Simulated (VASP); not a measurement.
An input for Ansatz (written as the equivalent of a VASP run, and not itself run):

Ansatz 0.2 input:
```yaml
crystal:
  lattice:
    - [1.2373615, -2.1431737, 0.0000000]
    - [1.2373615, 2.1431737, 0.0000000]
    - [0.0000000, 0.0000000, 5.2729646]
  atoms:
    - { symbol: B, position: [0.3333330, 0.6666670, 0.2500000] }
    - { symbol: B, position: [0.6666670, 0.3333330, 0.7500000] }
    - { symbol: N, position: [0.6666670, 0.3333330, 0.2500000] }
    - { symbol: N, position: [0.3333330, 0.6666670, 0.7500000] }
kpoints:
  mp_grid: { grid: [10, 10, 4] }
hamiltonian:
  xc: pbesol
  pseudopotentials: { kind: paw }
scf:
  occupations: { method: gaussian, width: 0.05 }
  max_iter: 100
relax:
  max_steps: 40
  f_tol: 0.02
  cell: { p_target: 30 }
output: { forces: true, stress: true, eigenvalues: true }
```

Problem. Write the VASP files for the same calculation (PBEsol).

Solution. This is not unique; one that fits is 
File KPOINTS:
```
Automatic mesh
0
Gamma
10 10 4
0 0 0
```

POSCAR:
```
BN
1
    1.2373614526    -2.1431737131     0.0000000000
    1.2373614526     2.1431737131     0.0000000000
    0.0000000000     0.0000000000     5.2729645903
B N
2 2
Direct
  0.3333330000   0.6666670000   0.2500000000
  0.6666670000   0.3333330000   0.7500000000
  0.6666670000   0.3333330000   0.2500000000
  0.3333330000   0.6666670000   0.7500000000
```

INCAR:
```
! general
SYSTEM =BN
PREC   =Accurate
ENCUT  =620
LREAL  =.False.
LASPH  =.True.

! electronic loop
EDIFF  =1E-6
NELM   =100
ALGO   =Normal

! smearing
ISMEAR =0
SIGMA  =0.05

! functional
GGA    =PS

! ions
IBRION =2
NSW    =40
ISIF   =3
EDIFFG =-0.02
PSTRESS=300

! output
LWAVE  =.False.
LCHARG =.False.
```

POTCAR, in this order: B N (PBE.64 set). Program: vasp_std.

Limits of the translation: each code has its own PAW files, so the cut-off isn't converted (ENCUT is set for VASP's; basis.ecutwfc is left out, and Ansatz then takes the one that its files recommend); Ansatz stops its SCF on the density residual and VASP on the energy change (EDIFF).

The compound is BN in the hex structure. This run relaxes it under an external pressure of 30 GPa. Symmetry was kept, so distortions that lower it aren't found.
